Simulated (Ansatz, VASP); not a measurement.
## Cross-check of La (Lanthanum) between VASP and Ansatz

One calculation is typed for both programs; each brings its own data sets and cutoff. How far apart do they land?

Program: Ansatz 0.2.0. Level of theory: plane waves, with VASP 6.6.1 beside it; single point at PBE. Results are calculated unless marked as measured.

### Step 1. Set-up

The structure is hexagonal, space group P6_3/mmc (No. 194). Conventional cell: a = 3.770 Å, b = 3.770 Å, c = 12.159 Å, α = 90.00°, β = 90.00°, γ = 120.00°. Nearest to La lie 12 La at 3.74 to 3.77 Å. Nearest to La lie 12 La at 3.74 to 3.77 Å.

Structure file:

```
La
1.0
     3.77000    0.00000    0.00000
    -1.88500    3.26492    0.00000
     0.00000    0.00000   12.15900
La
4
Direct
  0.66667 0.33333 0.25000
  0.33333 0.66667 0.75000
  0.00000 0.00000 0.50000
  0.00000 0.00000 0.00000
```

### Step 2. VASP: single point, PBE

A single point gives forces, pressure and levels at one fixed geometry, so differences don't come from the geometry; what else differs is listed under the comparison.

Lines of VASP's logs that name or quote its potential files are left out, and so is its time.

INCAR reads:

```
SYSTEM = La
PREC = Accurate
ENCUT = 400
EDIFF = 1E-06
NELM = 100
ISMEAR = -1
SIGMA = 0.05
LREAL = .FALSE.
ALGO = Normal
GGA = PE
NBANDS = 28
LORBIT = 11
LWAVE = .FALSE.
LCHARG = .TRUE.
ISIF = 2
LELF = .TRUE.
LVHAR = .TRUE.
```

POSCAR reads:

```
La
1.0
    3.7700000000      0.0000000000      0.0000000000
   -1.8850000000      3.2649157723      0.0000000000
    0.0000000000      0.0000000000     12.1590000000
La
4
Direct
    0.6666666667      0.3333333333      0.2500000000
    0.3333333333      0.6666666667      0.7500000000
    0.0000000000      0.0000000000      0.5000000000
    0.0000000000      0.0000000000      0.0000000000
```

KPOINTS reads:

```
Automatic mesh
0
Gamma
8 8 3
0 0 0
```

Potentials, in the order of the species: La (PBE family, release 64).

Launch:

```bash
> mpirun -np 2 vasp_std
```

Numbers of over 12 decimals in the logs are rounded to 6 here.

The program printed:

```text
[banner, memory and clock lines left out]
running    2 mpi-ranks, on    1 nodes
 distrk:  each k-point on    2 cores,    1 groups
 distr:  one band on    1 cores,    2 groups

 POSCAR found type information on POSCAR La
 POSCAR found :  1 types and       4 ions
 LDA part: xc-table for (Slater+PW92), standard interpolation
 POSCAR, INCAR and KPOINTS ok, starting setup
 FFT: planning ... GRIDC
 FFT: planning ... GRID_SOFT
 FFT: planning ... GRID
 WAVECAR not read
 entering main loop
       N       E                     dE             d eps       ncg     rms          rms(c)
DAV:   1     0.536004357207E+03    0.53600E+03   -0.12640E+04  1128   0.171E+03
DAV:   2     0.940248010379E+02   -0.44198E+03   -0.43492E+03  1656   0.406E+02
DAV:   3    -0.534063009676E+01   -0.99365E+02   -0.97873E+02  1928   0.237E+02
DAV:   4    -0.174598034268E+02   -0.12119E+02   -0.11785E+02  2104   0.810E+01
DAV:   5    -0.193234090483E+02   -0.18636E+01   -0.17925E+01  2200   0.305E+01    0.490E+00
DAV:   6    -0.195359251334E+02   -0.21252E+00   -0.23889E+00  2168   0.115E+01    0.245E+00
DAV:   7    -0.195601798753E+02   -0.24255E-01   -0.30165E-01  2184   0.439E+00    0.638E-01
DAV:   8    -0.195663905691E+02   -0.62107E-02   -0.37186E-02  2184   0.146E+00    0.218E-01
DAV:   9    -0.195679118440E+02   -0.15213E-02   -0.48167E-03  2136   0.491E-01    0.146E-01
DAV:  10    -0.195691575085E+02   -0.12457E-02   -0.44974E-03  1832   0.425E-01    0.456E-02
DAV:  11    -0.195691422277E+02    0.15281E-04   -0.46936E-04  2216   0.198E-01    0.326E-02
DAV:  12    -0.195691210588E+02    0.21169E-04   -0.75979E-05  2048   0.607E-02    0.191E-02
DAV:  13    -0.195691294976E+02   -0.84389E-05   -0.37840E-05  1920   0.435E-02    0.302E-03
DAV:  14    -0.195691271375E+02    0.23602E-05   -0.26870E-06  1424   0.182E-02    0.374E-03
DAV:  15    -0.195691265722E+02    0.56522E-06   -0.96794E-07  1032   0.143E-02
   1 F= -.19569127E+02 E0= -.19543418E+02  d E =-.514167E-01
```

Parts of OUTCAR (step 2):

```text
ion  position               nearest neighbor table
   1  0.667  0.333  0.250-
   2  0.333  0.667  0.750-
   3  0.000  0.000  0.500-
   4  0.000  0.000  0.000-

  LATTYP: Found a hexagonal cell.
 ALAT       =     3.7700000000
 C/A-ratio  =     3.2251989390

 Subroutine GETGRP returns: Found 24 space group operations
 (whereof 12 operations were pure point group operations)

The static configuration has the point symmetry D_3d.
 The point group associated with its full space group is D_6h.

 Found     20 irreducible k-points:

   k-points           NKPTS =     20   k-points in BZ     NKDIM =     20   number of bands    NBANDS=     28

   dimension x,y,z NGX =    28 NGY =   28 NGZ =   80
   dimension x,y,z NGXF=    56 NGYF=   56 NGZF=  160

   ENCUT  =  400.0 eV  29.40 Ry    5.42 a.u.   6.15  6.15 19.83*2*pi/ulx,y,z

   NELECT =      44.0000    total number of electrons

 k-points in reciprocal lattice and weights: Automatic mesh
   0.00000000  0.00000000  0.00000000       0.005
   0.12500000  0.00000000  0.00000000       0.031
   0.25000000  0.00000000  0.00000000       0.031
   0.37500000 -0.00000000  0.00000000       0.031
   0.50000000  0.00000000  0.00000000       0.016
   0.12500000  0.12500000  0.00000000       0.031
   0.25000000  0.12500000  0.00000000       0.062
   0.37500000  0.12500000  0.00000000       0.062
   0.25000000  0.25000000  0.00000000       0.031
[...]
0.25000000  0.25000000  0.33333333       0.062
   0.37500000  0.25000000  0.33333333       0.062

 average (electrostatic) potential at core
       1 -96.4912       2 -96.4912       3 -96.4722       4 -96.4722

 E-fermi :   7.8094

 k-point     1 :       0.0000    0.0000    0.0000
  band No.  band energies     occupation
    ...
     16      -8.0814      2.00000
     17       4.6119      2.00000
     18       5.9187      2.00000
     19       5.9251      2.00000
     20       6.0635      2.00000
     21       8.2957      0.00012
     22       8.4163      0.00001
     23       9.0528      0.00000
     24       9.0589      0.00000
     25       9.0730      0.00000
    ...

 k-point     2 :       0.1250    0.0000    0.0000
  band No.  band energies     occupation
    ...
     16      -8.1076      2.00000
     17       5.0068      2.00000
     18       6.2631      2.00000
     19       6.2763      2.00000
     20       6.4297      2.00000
     21       7.8877      0.34512
     22       8.1417      0.00259
     23       8.3534      0.00004
     24       8.4021      0.00001
     25       8.5827      0.00000
    ...

 k-point     3 :       0.2500    0.0000    0.0000
  band No.  band energies     occupation
    ...
     18       6.5461      2.00000
     19       6.6009      2.00000
     20       7.0124      2.00000
     21       7.4820      1.99714
     22       7.6339      1.94186
     23       7.9792      0.06483
     24       8.0378      0.02054
     25       8.5706      0.00000
     26       8.6081      0.00000
     27       9.1203      0.00000
    ...

  Total       -0.1429140     -0.1429140     -0.1827557      0.0000000      0.0000000      0.0000000
  in kB       -1.5299394     -1.5299394     -1.9564574      0.0000000      0.0000000      0.0000000
  external PRESSURE =      -1.6721121 kB  Pullay stress =       0.0000000 kB

  energy-cutoff  :      400.00
  volume of cell :      149.66
      direct lattice vectors                 reciprocal lattice vectors
     3.770000000  0.000000000  0.000000000     0.265251989  0.153143307  0.000000000
    -1.885000000  3.264915772  0.000000000     0.000000000  0.306286615  0.000000000
     0.000000000  0.000000000 12.159000000     0.000000000  0.000000000  0.082243606

 POSITION                                       TOTAL-FORCE (eV/Angst)
 -----------------------------------------------------------------------------------
      1.88500      1.08831      3.03975        -0.000000      0.000000      0.000000
     -0.00000      2.17661      9.11925         0.000000     -0.000000     -0.000000
      0.00000      0.00000      6.07950        -0.000000      0.000000      0.000000
      0.00000      0.00000      0.00000        -0.000000      0.000000      0.000000
 -----------------------------------------------------------------------------------
    total drift:                               -0.000000      0.000000      0.000000

  FREE ENERGIE OF THE ION-ELECTRON SYSTEM (eV)
  ---------------------------------------------------
  free  energy   TOTEN  =       -19.5691265722 eV

  energy  without entropy=      -19.5177098886  energy(sigma->0) =      -19.54341823

 total charge
# of ion       s       p       d       f       tot
--------------------------------------------------
    1        2.067   5.560   0.879   0.078   8.584
    2        2.067   5.560   0.879   0.078   8.584
    3        2.065   5.554   0.885   0.086   8.591
    4        2.065   5.554   0.885   0.086   8.591
--------------------------------------------------
tot          8.265  22.229   3.527   0.329  34.349

[... 3 further parts left out ...]
```

The run ends at a pressure of -0.17 GPa.

### Step 3. Ansatz: single point, PBE

Ansatz runs on its default PAW (the set named soft_2) files.

The same cell, functional, mesh and smearing now go to Ansatz, which takes its cutoff from its data sets.

input.yaml reads:

```yaml
crystal:
  lattice:
    - [3.77, 0.0, 0.0]
    - [-1.885, 3.2649157723, 0.0]
    - [0.0, 0.0, 12.159]
  atoms:
    - { symbol: La, position: [0.6666666667, 0.3333333333, 0.25] }
    - { symbol: La, position: [0.3333333333, 0.6666666667, 0.75] }
    - { symbol: La, position: [0.0, 0.0, 0.5] }
    - { symbol: La, position: [0.0, 0.0, 0.0] }
hamiltonian:
  xc: pbe
  pseudopotentials: { kind: paw }
kpoints:
  mp_grid: { grid: [8, 8, 3] }
scf:
  occupations: { method: fermi_dirac, width: 0.05 }
  n_extra_bands: 5
output:
  forces: true
  stress: true
  eigenvalues: true
```

Launch:

```bash
> ansatz run input.yaml --threads 2 --pin off --max-ram 4608MiB --backend cpu --events-out ev --progress --plain --runs-dir out
```

The program printed:

```text
scf.n_extra_bands = 5 over 22 filled bands (N_el = 44.0): the run solves 27 bands
Engine: ansatz 0.2.0, aarch64-unknown-linux-gnu
Pseudopotentials: kind: paw
Pseudopotential: La, paw, valence charge 11, recommended cutoff 420 eV (normal), La.paw.azcp
Functional definition: PBE
  parameter kappa = 0.804
  parameter beta = 0.066725
  exchange = pbe_x(kappa = kappa, mu = beta*pi^2/3)
  correlation = pbe_c(beta = beta)
Crystal: 4 atoms, lattice volume = 149.662 Å³
Basis set: ecut = 420 eV, 2933 PW (Γ), exchange–correlation on 54×54×180 points (8 copies of the dense FFT grid, shifted against one another)
Bands: 27, of which v1, the nominal top of the filled ones, is band 22 counted from 1 (21 counted from 0)
Symmetry: 24 space group operations
Space group: P63/mmc (ITA 194), of the structure as read, at distance tolerance 5.3e-5 Å
k-points: 20 of 192
Non-local potential: La, projectors of the file, l = 0: 3, l = 1: 2, l = 2: 2, l = 3: 3
PAW form: soft (Blöchl's): semilocal exchange-correlation on the pseudo side does not see the compensation charge
PAW one-centre angular grid: La, 590 points (default); XC on 64 Gauss nodes
Initial density: superposition of atomic densities (neutral atoms: chi_scale 0, normalization atom), corrected by the library's trained network
Initial wavefunctions: pseudopotential atomic-orbital guess
Functional: x = pbe(κ = 0.804, μ = 0.219515), c = pbe(β = 0.066725)
SCF iter   1: F=—  HF=-25000.414213 eV  |F-HF|=—  |Δ(HF+E_count)|=         —  Δρ=3.10e-3  dr2=1.28e-2  ethr=1.77e-3  ⟨swp⟩=7.3  Hψ=2811  notcnv=0
preconditioner: auto → Kerker (q_TF=auto, 2.225 Å⁻¹)  [metal: Δε(μ)=0.012 eV  Ē_g=11.970 eV  σ=0.050 eV  W_gap=0.06  n_scr=38 (ndim 8)  ℏωp=18.2 eV  f_vac=0.000  D(μ)=6.36/eV (n_scr^D=52)]
SCF iter   2: F=—  HF=-25000.414185 eV  |F-HF|=—  |Δ(HF+E_count)|=   2.86e-5  Δρ=1.91e-3  dr2=5.33e-3  ethr=2.92e-5  ⟨swp⟩=2.9  Hψ=1248  notcnv=0
SCF iter   3: F=—  HF=-25000.415507 eV  |F-HF|=—  |Δ(HF+E_count)|=   1.32e-3  Δρ=3.40e-4  dr2=2.12e-4  ethr=1.21e-5  ⟨swp⟩=2.5  Hψ=963  notcnv=0
SCF iter   4: F=—  HF=-25000.415489 eV  |F-HF|=—  |Δ(HF+E_count)|=   1.86e-5  Δρ=8.86e-5  dr2=1.19e-5  ethr=4.83e-7  ⟨swp⟩=2.0  Hψ=793  notcnv=0
SCF iter   5: F=—  HF=-25000.415535 eV  |F-HF|=—  |Δ(HF+E_count)|=   4.59e-5  Δρ=2.71e-5  dr2=1.31e-6  ethr=2.72e-8  ⟨swp⟩=2.0  Hψ=748  notcnv=0
SCF iter   6: F=—  HF=-25000.415535 eV  |F-HF|=—  |Δ(HF+E_count)|=   4.19e-7  Δρ=9.35e-6  dr2=1.98e-7  ethr=2.98e-9  ⟨swp⟩=2.5  Hψ=947  notcnv=0
SCF iter   7: F=-25000.415535 eV  HF=-25000.415535 eV  |F-HF|=7.09e-10  |Δ(HF+E_count)|=   5.19e-9  Δρ=2.51e-6  dr2=9.66e-9  ethr=2.27e-10  ⟨swp⟩=8.8  Hψ=2532  notcnv=0
SCF 1 converged in 7 iterations: F = -25000.415535 eV  dr2 = 9.66e-9
  greatest PAW one-centre occupation: 0.974 electrons in one spin orbital (limit 2), on the La atom at site 1 (counted from 0), in its partial waves of l = 0
SCF converged after 7 iterations
Free energy (F): -25000.415535 eV
Harris-Foulkes:  -25000.415535 eV  (|F-HF|=7.09e-10)
Internal energy: -25000.363237 eV  (E = F + TS)
E sigma→0 (E₀):  -25000.389386 eV
Entropy (-TS):   -0.052298 eV (-13.075 meV/atom)
Fermi energy:    10.950888 eV
--- Per-component energies (eV) ---
  E_band       = -185.857975
  E_kinetic    = 771.025700
  E_local      = -1346.735481  (includes V_loc(G=0)·N_el)
  E_nonlocal   = 378.317102
  E_hartree    = 425.959070
  E_xc         = -556.708865
  E_vxc        = -589.468845  (∫ρ·V_xc dr)
  E_paw        = -21663.116981  (= ΣΔE_a)
  E_vpaw       = -250.912581  (= ΣTr[D̂ρ^β])
  E_aug_tail   = -0.000001  (compensation charges beyond the density's cutoff)
  E_ewald      = -3009.103781
  E_smearing   = -0.052298  (= −TS)
  E_closure    = 0.000000  (closes the sum)
  Σ components = -25000.415535   (vs F -25000.415535, Δ=0.00e0)
--- Forces (eV/Å), atoms counted from 1 ---
  atom   1  La    -0.00000000     0.00000000     0.00000000
  atom   2  La     0.00000000    -0.00000000     0.00000000
  atom   3  La     0.00000000     0.00000000     0.00000000
  atom   4  La    -0.00000000     0.00000000     0.00000000
  max |Σ_I F_I| component: 4.63e-18 eV/Å
--- Stress (GPa, compression-positive) ---
       -0.200866       0.000000       0.000000
       -0.000000      -0.200866       0.000000
        0.000000       0.000000      -0.249430
  P = ⅓ Tr σ = -0.2171 GPa (-2.171 kbar)
--- Band table (eV; the first three rows and the last of 20) ---
  k-point 0: bands = [... 18 lower, 9.0505, 9.1953, 11.4235, 11.5475, 12.1568, 12.1615, 12.1948, 12.1948, ... 1 higher]
  k-point 1: bands = [... 18 lower, 9.2318, 9.2669, 11.5539, 11.8731, 11.8882, 12.2235, 12.2235, 12.2597, ... 1 higher]
  k-point 2: bands = [... 18 lower, 9.4048, 9.5645, 11.0217, 11.2758, 11.4795, 11.5274, 11.7015, 12.1449, ... 1 higher]
  k-point 19: bands = [... 18 lower, 10.4075, 10.4320, 10.6498, 10.7697, 10.9438, 11.0864, 11.6362, 11.8157, ... 1 higher]
```

It took 5.8 s on 2 threads of Arm Neoverse N1, shared host; peak memory 0.47 GiB; 11 s of CPU time.

The column dr2 measures how far the density is from self-consistency, as an energy; F and HF (Harris–Foulkes) agree once it is small.

The run ends at a pressure of -0.22 GPa.

### Step 4. Comparison

Known differences besides the potentials themselves: the cutoff is 420 eV in Ansatz and 400 eV in VASP; VASP leaves aspherical gradient terms in its spheres out (LASPH is not set), Ansatz keeps them. Total energies have different zeros and are not compared.

Both answers:

| quantity | Ansatz | VASP | difference |
| --- | --- | --- | --- |
| pressure (GPa) | -0.22 | -0.17 | -0.05 |

### Step 5. Summary of results

| Quantity | Value |
| --- | --- |
| difference in pressure (single point, PBE) | -0.050 GPa |

**Reading.** The difference in pressure is -0.050 GPa (single point, PBE), within the 1 GPa picked in this series as the mark of a large difference. How closely two codes agree says nothing of how well the functional describes the real material.

[Lines on the potential files, build, host, timing and source positions are cut from VASP's logs without a mark.]

[Logs are printed without paths, hosts, clocks, repeated set-up lines and the standing remarks that a program may print on its own settings, such as how far it seeks lower states.]

[Hosts, paths, dates, database ids (printed as entryN), source tags and the programs' standing remarks are cut or masked in the printed files.]
